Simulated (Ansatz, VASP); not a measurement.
# Cross-check of GaSn between VASP and Ansatz, part 2 of 2

One calculation is typed for both programs; each brings its own data sets and cutoff. How far apart do they land? The cell is invented: other elements were put on sites of a known structure type. It may not be a known or stable phase. The cell is taken from a series of VASP runs on this material, whose earlier steps may have relaxed, scaled or displaced it; both programs get it as it stands.

VASP 6.6.1 and Ansatz 0.2.0.

So far: Starting point; VASP: relaxation of cell and atoms, r2SCAN with rVV10.

**3. Ansatz: relaxation of cell and atoms, r2SCAN with rVV10**

Level of this step: Ansatz beside VASP: Kohn-Sham DFT, plane waves, r2SCAN with rVV10 (Ansatz).

Ansatz runs on its default PAW (the set named soft_2) files.

The same cell, functional, mesh and smearing now go to Ansatz, which takes its cutoff from its data sets.

Contents of input.yaml:

```yaml
crystal:
  lattice:
    - [4.2519717604, 3.0e-10, 0.0]
    - [-2.1259858747, 3.6823155624, 0.0]
    - [0.0, 0.0, 6.2020166378]
  atoms:
    - { symbol: Ga, position: [0.66666667, 0.33333333, 0.75] }
    - { symbol: Ga, position: [0.33333333, 0.66666667, 0.25] }
    - { symbol: Sn, position: [0.0, 0.0, 0.0] }
    - { symbol: Sn, position: [0.0, 0.0, 0.5] }
hamiltonian:
  xc: r2scan
  pseudopotentials: { kind: paw }
  dispersion: rvv10
kpoints:
  mp_grid: { grid: [6, 6, 4] }
scf:
  occupations: { method: methfessel_paxton, width: 0.2 }
relax:
  f_tol: 0.01
  max_steps: 60
  cell: { stress_tol: 0.05 }
output:
  forces: true
  stress: true
```

Run with:

```console
$ ansatz run input.yaml --threads 4 --pin off --max-ram 9216MiB --backend cpu --events-out ev --progress --plain --runs-dir out
```

Numbers of over 12 decimals in the logs are rounded to 6 here.

Output:

```text
Warning: the atoms were moved onto the symmetric positions of the space group found under crystal.symmetry.tolerance 1.0e-5 (fractional; no operation is sought that the atoms, as they stand in a round, miss by more than twice it, and no atom is moved by as much as it), and the run uses the moved positions. Before a round's move an operation carried an atom to 4.25e-8 Å from where it should land, the largest such dist [...]
Engine: ansatz 0.2.0, aarch64-unknown-linux-gnu
Pseudopotentials: kind: paw
Pseudopotential: Ga, paw, valence charge 13, recommended cutoff 500 eV (meta_gga), Ga.paw.azcp
Pseudopotential: Sn, paw, valence charge 14, recommended cutoff 500 eV (meta_gga), Sn.paw.azcp
Functional definition: r2SCAN+rVV10
  parameter k0 = 0.174
  parameter k1 = 0.065
  parameter a1 = 4.9479
  exchange = r2scan_x(k0 = k0, k1 = k1, a1 = a1)
  correlation = r2scan_c + rvv10(11.95, 0.0093)
Crystal: 4 atoms, lattice volume = 97.106 Å³
Basis set: ecut = 500 eV, 2489 PW (Γ), exchange–correlation on 144×144×216 points (64 copies of the dense FFT grid, shifted against one another)
Bands: 33, of which v1, the nominal top of the filled ones, is band 27 counted from 1 (26 counted from 0)
Symmetry: 24 space group operations
Space group: P63/mmc (ITA 194), of the structure as read, at distance tolerance 4.6e-5 Å
k-points: 21 of 144
Non-local potential: Ga, projectors of the file, l = 0: 2, l = 1: 2, l = 2: 3, l = 3: 1
Non-local potential: Sn, projectors of the file, l = 0: 2, l = 1: 2, l = 2: 2, l = 3: 2
PAW form: soft (Blöchl's): semilocal exchange-correlation on the pseudo side does not see the compensation charge
rVV10 density: all electrons in the spheres
PAW frozen core: Ga, regenerated for the run's functional (the file was generated under x = pbe(κ = 0.804, μ = 0.219515), c = pbe(β = 0.066725))
PAW frozen core: Sn, regenerated for the run's functional (the file was generated under x = pbe(κ = 0.804, μ = 0.219515), c = pbe(β = 0.066725))
PAW one-centre angular grid: Ga, 590 points (default); XC on 160 Gauss nodes
PAW one-centre angular grid: Sn, 590 points (default); XC on 249 of its mesh's 2787 points in the sphere
Initial density: superposition of atomic densities (neutral atoms: chi_scale 0, normalization atom), corrected by the library's trained network
Initial wavefunctions: pseudopotential atomic-orbital guess
Functional: x = r2scan, c = r2scan + rvv10(b = 11.95, C = 0.0093); τ floored in thin density (d = 2e-4 eV/Å³)
SCF iter   1: F=—  HF=-19650.885067 eV  |F-HF|=—  |Δ(HF+E_count)|=         —  Δρ=7.23e-3  dr2=2.49e-2  dr2_τ=3.15e-3  ethr=1.77e-3  ⟨swp⟩=6.1  Hψ=2746  notcnv=0
preconditioner: auto → LDOS  [metal: Δε(μ)=0.055 eV  Ē_g=18.499 eV  σ=0.200 eV  W_gap=0.23  n_scr=22 (ndim 8)  ℏωp=27.7 eV  f_vac=0.013  D(μ)=2.75/eV (n_scr^D=22)  β→1.0]
SCF iter   2: F=—  HF=-19650.928332 eV  |F-HF|=—  |Δ(HF+E_count)|=   4.33e-2  S|Δr|=    0.00e0  Δρ=6.04e-3  dr2=2.07e-2  dr2_τ=1.92e-4  ethr=4.62e-5  ⟨swp⟩=2.0  Hψ=1535  notcnv=0  defer=18
SCF iter   3: F=—  HF=-19650.905582 eV  |F-HF|=—  |Δ(HF+E_count)|=   2.27e-2  S|Δr|=    0.00e0  Δρ=1.08e-3  dr2=7.70e-4  dr2_τ=8.29e-6  ethr=3.83e-5  ⟨swp⟩=2.0  Hψ=1038  notcnv=0  defer=18
SCF iter   4: F=—  HF=-19650.905056 eV  |F-HF|=—  |Δ(HF+E_count)|=   5.25e-4  S|Δr|=    0.00e0  Δρ=2.92e-4  dr2=6.33e-5  dr2_τ=5.64e-7  ethr=1.43e-6  ⟨swp⟩=2.0  Hψ=1240  notcnv=0  defer=18
SCF iter   5: F=—  HF=-19650.905046 eV  |F-HF|=—  |Δ(HF+E_count)|=   9.76e-6  S|Δr|=    0.00e0  Δρ=6.66e-5  dr2=6.17e-6  dr2_τ=6.06e-8  ethr=1.17e-7  ⟨swp⟩=2.0  Hψ=1240  notcnv=0  defer=18
SCF iter   6: F=—  HF=-19650.905050 eV  |F-HF|=—  |Δ(HF+E_count)|=   3.56e-6  S|Δr|=    0.00e0  Δρ=1.48e-5  dr2=3.21e-7  dr2_τ=2.98e-9  ethr=1.14e-8  ⟨swp⟩=3.0  Hψ=1287  notcnv=0  defer=18
SCF iter   7: F=-19650.905050 eV  HF=-19650.905050 eV  |F-HF|=9.74e-9  |Δ(HF+E_count)|=   1.35e-7  S|Δr|=    0.00e0  Δρ=3.33e-6  dr2=1.81e-8  dr2_τ=1.50e-10  ethr=1.85e-10  ⟨swp⟩=4.9  Hψ=2332  notcnv=0
SCF 1 converged in 7 iterations: F = -19650.905050 eV  dr2 = 1.81e-8
  greatest PAW one-centre occupation: 0.994 electrons in one spin orbital (limit 2), on the Ga atom at site 1 (counted from 0), in its partial waves of l = 2
relax step   1: F+E_penalty+E_count = -19650.90505015 eV  Δ(F+E_penalty+E_count) = +0.000e0 eV  max|allowed force component| = 8.558e-17 eV/Å  Δτ_max = 0.0000 Å  P = +0.544 GPa  Ω = 97.106 Å³  (7 SCF iters, dr2 threshold 1.00e-7 eV, accepted)
[...]
relax step   2: F+E_penalty+E_count = -19650.90675705 eV  Δ(F+E_penalty+E_count) = -1.707e-3 eV  max|allowed force component| = 1.480e-16 eV/Å  Δτ_max = 0.0000 Å  P = -0.177 GPa  Ω = 98.575 Å³  energy of the carried Pulay correction = -2.465e-4 eV  (5 SCF iters, dr2 threshold 4.00e-7 eV, accepted)
[...]
relax step   3: F+E_penalty+E_count = -19650.90712146 eV  Δ(F+E_penalty+E_count) = -3.644e-4 eV  max|allowed force component| = 1.388e-17 eV/Å  Δτ_max = 0.0000 Å  P = +0.005 GPa  Ω = 98.322 Å³  energy of the carried Pulay correction = -2.040e-4 eV  (5 SCF iters, dr2 threshold 3.09e-7 eV, accepted)
[...]
relax step   4: F+E_penalty+E_count = -19650.90732963 eV  Δ(F+E_penalty+E_count) = -2.082e-4 eV  max|allowed force component| = 4.395e-17 eV/Å  Δτ_max = 0.0000 Å  P = +0.008 GPa  Ω = 98.322 Å³  stress off target by 1.94e-2 GPa  SCF on the basis re-selected at this cell (its energy is not comparable with the rows above)  (6 SCF iters)
basis re-selected at this cell: Δ(F+E_penalty+E_count) = -2.082e-4 eV, ΔP = +0.002 GPa vs the last step (what re-selecting the basis moved, of the pressure what is left beyond the Pulay correction that the steps carried, after the strain that the cell walked since its last selection, with what the two solves' SCF thresholds leave and, on support functions, any second-order correction that the steps lacked; it is no m [...]
SCF converged after 6 iterations
Stability not checked: this state was not tested for a lower state beside it, because cold or Methfessel-Paxton smearing, or corrected tetrahedra, fill the levels in a way that the test cannot read (fill_not_monotonic; see scf.lower_state_search)
Free energy (F): -19650.907330 eV
Harris-Foulkes:  -19650.907330 eV  (|F-HF|=1.46e-11)
Internal energy: -19650.898933 eV  (E = F + TS)
E sigma→0 (E₀):  -19650.905230 eV
Entropy (-TS):   -0.008397 eV (-2.099 meV/atom)
Fermi energy:    9.214575 eV
--- Per-component energies (eV) ---
  E_band       = -315.468176
  E_kinetic    = 601.527394
  E_local      = -5714.283906  (includes V_loc(G=0)·N_el)
  E_nonlocal   = 781.985979
  E_hartree    = 2943.618987
  E_xc         = -867.947635
  E_vxc        = -327.451655  (∫ρ·V_xc dr)
  E_paw        = -12318.743177  (= ΣΔE_a)
  E_vpaw       = -1564.537305  (= ΣTr[D̂ρ^β])
  E_aug_tail   = -0.000026  (compensation charges beyond the density's cutoff)
  E_vtau       = 20.053280  (kinetic-family band-sum trace: ∫τ·v_τ [+ j·A + Jᵃ·Aᵃ] dr)
  E_ewald      = -5077.221049
  E_core_change = 0.164500  (= ΣΔE_core)
  E_smearing   = -0.008397  (= −TS)
  E_closure    = 0.000000  (closes the sum)
  Σ components = -19650.907330   (vs F -19650.907330, Δ=0.00e0)
--- Forces (eV/Å), atoms counted from 1 ---
  atom   1  Ga     0.00000000     0.00000000     0.00000000
  atom   2  Ga    -0.00000000    -0.00000000     0.00000000
  atom   3  Sn     0.00000000     0.00000000     0.00000000
  atom   4  Sn    -0.00000000     0.00000000     0.00000000
  max |Σ_I F_I| component: 9.25e-18 eV/Å
--- Stress (GPa, compression-positive) ---
        0.001535       0.000000       0.000000
       -0.000000       0.001535       0.000000
        0.000000       0.000000       0.019430
  P = ⅓ Tr σ = 0.0075 GPa (0.075 kbar)
--- Relaxed structure (3 steps of the walk, 3 accepted, 1 SCFs on fresh bases) ---
  F+E_penalty+E_count = -19650.90732963 eV   max|allowed force component| = 4.395e-17 eV/Å   (the final SCF, on the basis selected at the relaxed cell)
  cell:  # Å, volume = 98.3221 Å³
    - [4.280075, -3.0454228885127713e-9, 0]
    - [-2.140037, 3.706653, -4.009547265322684e-19]
    - [0, -6.753163443834048e-19, 6.197521]
  atoms:
    - { symbol: Ga, position: [0.666667, 0.333333, 0.750000] }
    - { symbol: Ga, position: [0.333333, 0.666667, 0.25] }
    - { symbol: Sn, position: [0, 0, 0] }
    - { symbol: Sn, position: [0, 0, 0.5] }
```

The job ended after 16 s (4 threads of Arm Neoverse V1, shared host; peak memory 0.78 GiB).

**4. Differences**

Known differences besides the potentials themselves: VASP keeps PBE cores, Ansatz makes them for the functional; both relaxations stop at a tolerance, which leaves soft axes loose, and VASP keeps its plane-wave basis; the cutoff is 500 eV in Ansatz and 400 eV in VASP; Ansatz adds a Pulay correction to the stress that steers its cell, VASP none. Total energies have different zeros and are not compared.

The two programs side by side:

```
                                         quantity  Ansatz   VASP  difference
                                      volume (Å³)   98.32  97.99     +0.34 %
edge a after relaxation, in the typed setting (Å)   4.280  4.274     +0.14 %
edge c after relaxation, in the typed setting (Å)   6.197  6.194     +0.06 %
```

The walks stopped with 0.01 GPa left in Ansatz and -0.01 GPa in VASP; each walk ends within a tolerance, so the volume difference is uncertain by about these residues over the bulk modulus, most in soft cells.

**5. Summary of results**

```
difference in volume (relaxation of cell and atoms, r2SCAN with rVV10) : 0.34 %
```

**Reading.** The difference in volume is 0.34 % (relaxation of cell and atoms, r2SCAN with rVV10), within the 1.2 % picked in this series as the mark of a large difference, as far as the stopping tolerances let one tell. Such differences can come from data sets, numerical settings and the points named under the comparisons, not from the functional's error against experiment.

[Lines on the potential files, build, host, timing and source positions are cut from VASP's logs without a mark.]

[Logs are printed without paths, hosts, clocks, repeated set-up lines and the standing remarks that a program may print on its own settings, such as how far it seeks lower states.]

[Hosts, paths, dates, database ids (printed as entryN), source tags and the programs' standing remarks are cut or masked in the printed files.]
